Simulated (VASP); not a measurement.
Here is the system:

```yaml
crystal:
  lattice:
    - [0.00000, 3.31385, 3.31385]
    - [3.31385, 0.00000, 3.31385]
    - [3.31385, 3.31385, 0.00000]
  atoms:
    - { symbol: Cd, position: [0.00000, 0.00000, 0.00000] }
    - { symbol: Te, position: [0.25000, 0.25000, 0.25000] }
```

These are PBE GGA, VASP's PBE PAW potentials (set 64) (plane waves; VASP 6.6.1) values and carry that method's errors. Settings: 500 eV cut-off, 7×7×7 Γ-centred mesh, Gaussian smearing of 0.050 eV, potentials Cd Te.

Unless said otherwise, spin-orbit coupling is left out, though it shifts the bands of the heavy elements here.

Task: Estimate the energy per atom (σ→0), band gap (on the k-mesh) with the smallest direct gap where there is one.

Result: 
```yaml
band gap (on the k-mesh): 0.57 eV
smallest direct gap (on the k-mesh): 0.57 eV
energy per atom (σ→0): -2405 meV/atom
```

Only differences to runs with the same potentials and settings are physical.

The compound is CdTe in the zinc blende structure. It was relaxed first, which changed the volume by +7 %.
